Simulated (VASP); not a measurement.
# Zr3PdSe4 (Cmmm) in VASP: relaxation of cell and atoms with PBE

Aim: the relaxation of cell and atoms of Zr3PdSe4 with PBE.

All numbers are computed with VASP 6.6.1; they aren't measurements. Logs are shortened: lines on timing, memory, paths and dates and some standing lists are left out, and cuts for length are marked.

**1. The crystal as given**

The structure is orthorhombic, space group Cmmm (No. 65). The conventional cell has a = 8.001 Å, b = 11.312 Å, c = 4.000 Å, α = 90.00°, β = 90.00°, γ = 90.00°. Around Zr (site symmetry 2/m) lie 6 Se at 2.83 Å. Zr (site symmetry mmm) has 6 Se at 2.88 Å as nearest neighbours. Pd (site symmetry mmm) is surrounded by 6 Se at 2.78 Å. Around Se (site symmetry m2m) lie 1 Pd at 2.78 Å and 5 Zr at 2.83 to 2.88 Å. Around Se (site symmetry 2mm) lie 2 Pd at 2.78 Å and 4 Zr at 2.83 to 2.88 Å.

The cell was built by a generator and needn't be a form met in nature.

**2. Relaxation of cell and atoms, PBE**

INCAR reads:

```
ALGO = Fast
EDIFF = 1E-4
EDIFFG = -0.08
ENCUT = 520
GGA = PE
IBRION = 2
ISIF = 3
ISMEAR = 0
LASPH = T
LCHARG = F
LREAL = F
LWAVE = F
NELM = 60
NSW = 24
PREC = Normal
SIGMA = 0.15
```

KPOINTS reads:

```
k-points
0
Gamma
  2 2 4
```

POSCAR reads:

```
Zr3PdSe4
1.0
    4.0005335000     -5.6560825900      0.0000000000
    4.0005335000      5.6560825900      0.0000000000
    0.0000000000      0.0000000000      4.0002157100
Zr Pd Se
3 1 4
Direct
    0.0000000000      0.5000000000      0.5000000000
    0.5000000000      0.0000000000      0.5000000000
    0.5000000000      0.5000000000      0.0000000000
    0.0000000000      0.0000000000      0.0000000000
    0.2455512100      0.7544487900      0.0000000000
    0.7544487900      0.2455512100      0.0000000000
    0.7587654000      0.7587654000      0.5000000000
    0.2412346000      0.2412346000      0.5000000000
```

Potentials or basis: VASP PAW PBE potentials, release 64 (Zr_sv, Pd, Se).

Command:

```bash
> cat potpaw_PBE.64/Zr_sv/POTCAR potpaw_PBE.64/Pd/POTCAR potpaw_PBE.64/Se/POTCAR > POTCAR
> mpirun -np 1 vasp_std > vasp.out
```

OUTCAR:

```text
EDIFF = 1E-4
   EDIFFG = -0.08
   ENCUT = 520
   GGA = PE
   IBRION = 2
   ISIF = 3
   ISMEAR = 0
   LASPH = T
   LREAL = F
   NELM = 60
   NSW = 24
   PREC = Normal

 ion  position               nearest neighbor table
   1  0.000  0.500  0.500-   7 2.83   8 2.83   5 2.83   6 2.83   5 2.83   6 2.83
   2  0.500  0.000  0.500-   7 2.83   8 2.83   5 2.83   6 2.83   5 2.83   6 2.83
   3  0.500  0.500  0.000-   5 2.88   6 2.88   7 2.88   8 2.88   7 2.88   8 2.88
   4  0.000  0.000  0.000-   5 2.78   6 2.78   7 2.78   8 2.78   7 2.78   8 2.78
   5  0.246  0.754  0.000-   4 2.78   2 2.83   1 2.83   1 2.83   2 2.83   3 2.88
   6  0.754  0.246  0.000-   4 2.78   2 2.83   1 2.83   1 2.83   2 2.83   3 2.88
   7  0.759  0.759  0.500-   4 2.78   4 2.78   1 2.83   2 2.83   3 2.88   3 2.88
   8  0.241  0.241  0.500-   4 2.78   4 2.78   1 2.83   2 2.83   3 2.88   3 2.88

  LATTYP: Found a base centered orthorhombic cell.
 ALAT       =     8.0010670000
 B/A-ratio  =     1.4138320776
 C/A-ratio  =     0.4999602815

  Lattice vectors:

 A1 = (   4.0005335000,  -5.6560825900,   0.0000000000)
 A2 = (   4.0005335000,   5.6560825900,   0.0000000000)
 A3 = (   0.0000000000,   0.0000000000,   4.0002157100)

Analysis of symmetry for initial positions (statically):
=====================================================================
 Subroutine PRICEL returns:
 Original cell was already a primitive cell.

 Routine SETGRP: Setting up the symmetry group for a
 base centered orthorhombic supercell.

 Subroutine GETGRP returns: Found  8 space group operations
 (whereof  8 operations were pure point group operations)
 out of a pool of  8 trial point group operations.

The static configuration has the point symmetry D_2h.

Analysis of symmetry for dynamics (positions and initial velocities):
=====================================================================
 Subroutine PRICEL returns:
 Original cell was already a primitive cell.

 Routine SETGRP: Setting up the symmetry group for a
 base centered orthorhombic supercell.

 Subroutine GETGRP returns: Found  8 space group operations
 (whereof  8 operations were pure point group operations)
 out of a pool of  8 trial point group operations.

The dynamic configuration has the point symmetry D_2h.

 Subroutine INISYM returns: Found  8 space group operations
 (whereof  8 operations are pure point group operations),
 and found     1 'primitive' translations

----------------------------------------------------------------------------------------

[... 81 lines left out ...]
   ICHARG =      2    charge: 1-file 2-atom 10-const
   ISPIN  =      1    spin polarized calculation?
   LNONCOLLINEAR =      F non collinear calculations
   LSORBIT =      F    spin-orbit coupling
   LASPH  =      T    aspherical Exc in radial PAW
   ENCUT  =  520.0 eV  38.22 Ry    6.18 a.u.  12.88 12.88  7.44*2*pi/ulx,y,z
   NELM   =     60;   NELMIN=  2; NELMDL= -5     # of ELM steps
   EDIFF  = 0.1E-03   stopping-criterion for ELM
   LREAL  =      F    real-space projection
   EDIFFG = -.8E-01   stopping-criterion for IOM
   NSW    =     24    number of steps for IOM
   IBRION =      2    ionic relax: 0-MD 1-quasi-New 2-CG
   NFREE  =      1    steps in history (QN), initial steepest desc. (CG)
   ISIF   =      3    stress and relaxation
   ISYM   =      2    0-nonsym 1-usesym 2-fastsym
   POTIM  = 0.5000    time-step for ionic-motion
   TEBEG  =    0.0;   TEEND  =   0.0 temperature during run
   PSTRESS=    0.0 pullay stress
   NELECT =      70.0000    total number of electrons
   NUPDOWN=      -1.0000    fix difference up-down
   EMIN   =  10.00;   EMAX   =-10.00  energy-range for DOS
   EFERMI =   0.00;   METHOD = LEGACY
   ISMEAR =     0;   SIGMA  =   0.15  broadening in eV -4-tet -1-fermi 0-gaus
   EFERMI_NEDOS =   21; number of points for ismear=-14 and -15
   IALGO  =     68    algorithm
   IMIX   =      4    mixing-type and parameters
     AMIX     =   0.40;   BMIX     =  1.00
     AMIX_MAG =   1.60;   BMIX_MAG =  1.00
  volume/ion in A,a.u.               =      22.63       152.71
  Fermi-wavevector in a.u.,A,eV,Ry     =   1.192683  2.253845 19.354200  1.422494
  Thomas-Fermi vector in A             =   2.328716
   LORBIT       =      0    0 simple, 1 ext, 2 COOP (PROOUT), +10 PAW based schemes
   GGA     = PE    functional components
   LHFCALC =     F    Hartree Fock is set to
   AEXX    =    0.0000 exact exchange contribution
   IVDW    =     0    specifies the selected vdW correction
   LEPSILON=     F    determine dielectric tensor
   LRPA    =     F    only Hartree local field effects (RPA)
 conjugate gradient relaxation of ions
 non-spin polarized calculation
 RMM-DIIS sequential band-by-band and
 Gauss-broadening in eV      SIGMA  =   0.15
  energy-cutoff  :      520.00
  volume of cell :      181.03
 maximum number of plane-waves:      4908
   NGX = 25   NGY = 25   NGZ = 15

--------------------------------------- Ionic step        1  -------------------------------------------

 number of electron      69.9999999 magnetization

 Free energy of the ion-electron system (eV)
  ---------------------------------------------------
  ext. energy  EPLUGINS =         0.00000000
  ---------------------------------------------------
  free energy    TOTEN  =       -51.59271790 eV

  energy without entropy =      -51.52952134  energy(sigma->0) =      -51.56111962

------------------------ aborting loop because EDIFF is reached ----------------------------------------

  FORCE on cell =-STRESS in cart. coord.  units (eV):
  Direction    XX          YY          ZZ          XY          YZ          ZX
  --------------------------------------------------------------------------------------
  -------------------------------------------------------------------------------------
  Total       -9.3532755     -8.5854573     -8.8977153     -0.0000000      0.0000000      0.0000000
  in kB      -82.7803477    -75.9848406    -78.7484521     -0.0000000      0.0000000      0.0000000
  external PRESSURE =     -79.1712135 kB  Pullay stress =       0.0000000 kB
[... 197 lines left out ...]
--------------------------------------- Ionic step        6  -------------------------------------------

 number of electron      69.9999997 magnetization

 Free energy of the ion-electron system (eV)
  ---------------------------------------------------
  ext. energy  EPLUGINS =         0.00000000
  ---------------------------------------------------
  free energy    TOTEN  =       -52.02249663 eV

  energy without entropy =      -51.96711671  energy(sigma->0) =      -51.99480667

 E-fermi :   8.3335     XC(G=0): -10.8979

 val. band max:        8.3265787924   @ k =   0.0000   0.0000   0.2500
 cond. band min:       8.4056510103   @ k =   0.5000   0.0000   0.0000
 fundamental gap:      0.0790722179
 Fermi energy:         8.3334826924

 k-point     1 :       0.0000    0.0000    0.0000
  band No.  band energies     occupation
      1     -41.7487      2.00000
      2     -41.7437      2.00000
      3     -41.5628      2.00000
      4     -19.9219      2.00000
      5     -19.8544      2.00000
      6     -19.7997      2.00000
[... 429 lines left out ...]
  FREE ENERGIE OF THE ION-ELECTRON SYSTEM (eV)
  ---------------------------------------------------
  free  energy   TOTEN  =       -52.0224966284 eV

  energy  without entropy=      -51.9671167142  energy(sigma->0) =      -51.99480667

 reached required accuracy - stopping structural energy minimisation
```

CONTCAR:

```text
Zr3PdSe4
   1.00000000000000
     3.8637928874094856   -5.4969262597772026    0.0000000000000000
     3.8637928874094856    5.4969262597772026    0.0000000000000000
     0.0000000000000000    0.0000000000000000    3.8781146487341416
  Zr              Pd              Se
     3     1     4
Direct
     0.0000000000000000    0.5000000000000000    0.5000000000000000
     0.5000000000000000    1.0000000000000000    0.5000000000000000
     0.5000000000000000    0.5000000000000000    0.0000000000000000
     0.0000000000000000    1.0000000000000000    0.0000000000000000
     0.2458679099157941    0.7541320900842060    1.0000000000000000
     0.7541320900842060    0.2458679099157941    0.0000000000000000
     0.7567997742910673    0.7567997742910673    0.5000000000000000
     0.2432002257089329    0.2432002257089329    0.5000000000000000

  0.00000000E+00  0.00000000E+00  0.00000000E+00
  0.00000000E+00  0.00000000E+00  0.00000000E+00
  0.00000000E+00  0.00000000E+00  0.00000000E+00
  0.00000000E+00  0.00000000E+00  0.00000000E+00
  0.00000000E+00  0.00000000E+00  0.00000000E+00
  0.00000000E+00  0.00000000E+00  0.00000000E+00
  0.00000000E+00  0.00000000E+00  0.00000000E+00
  0.00000000E+00  0.00000000E+00  0.00000000E+00
```

Wall time 3.3 min (1 thread of Intel Xeon Platinum 8259CL at 2.50GHz (Skylake/Cascade Lake), shared host); peak memory 0.24 GiB.

Results:

```
Free energy                            : -52.0225 eV
Relaxed volume                         : 20.59 Å³/atom
Relaxed cell                           : a = 6.719 Å, b = 6.719 Å, c = 3.878 Å, α = 90.00°, β = 90.00°, γ = 109.79°
Space group after relaxing (to 0.05 Å) : Cmmm (No. 65)
Energy gained by relaxing              : 53.7 meV/atom
Ionic steps                            : 6
Pressure after relaxing                : 0.3 GPa
Largest force after relaxing           : 0.057 eV/Å
Band gap on the k mesh                 : none (metal or under the smearing width)
```

Forces on the atoms (eV/Å):
```
Zr   0.000  0.000  0.000
Zr   0.000  0.000  0.000
Zr   0.000  0.000  0.000
Pd   0.000  0.000  0.000
Se   0.000  0.014  0.000
Se   0.000 -0.014  0.000
Se  -0.057  0.000  0.000
Se   0.057  0.000  0.000
```

Stress tensor (GPa, compression positive):
```
0.11 0.00 0.00
0.00 0.20 0.00
0.00 0.00 0.47
```

The path:
```csv
step,energy change (eV),largest force (eV/Å),pressure (GPa),volume (Å³)
1,0.0000,0.3870,-7.92,181.03
2,-0.1096,0.1677,9.18,153.28
3,-0.4283,0.1243,-0.12,165.31
4,-0.4284,0.1184,-0.01,165.00
5,-0.4281,0.1121,0.19,164.69
6,-0.4298,0.0570,0.26,164.73
```

Final structure:
```yaml
crystal:
  lattice:
    - [3.86379, -5.49693, 0.00000]
    - [3.86379, 5.49693, 0.00000]
    - [0.00000, 0.00000, 3.87811]
  atoms:
    - { symbol: Zr, position: [0.00000, 0.50000, 0.50000] }
    - { symbol: Zr, position: [0.50000, 0.00000, 0.50000] }
    - { symbol: Zr, position: [0.50000, 0.50000, 0.00000] }
    - { symbol: Pd, position: [0.00000, 0.00000, 0.00000] }
    - { symbol: Se, position: [0.24587, 0.75413, 0.00000] }
    - { symbol: Se, position: [0.75413, 0.24587, 0.00000] }
    - { symbol: Se, position: [0.75680, 0.75680, 0.50000] }
    - { symbol: Se, position: [0.24320, 0.24320, 0.50000] }
```

Caveat: the k mesh is coarse (spacing up to 0.48 Å⁻¹), so the values aren't converged; the relaxation stopped at a loose force limit of 0.08 eV/Å, so its end isn't a converged minimum.
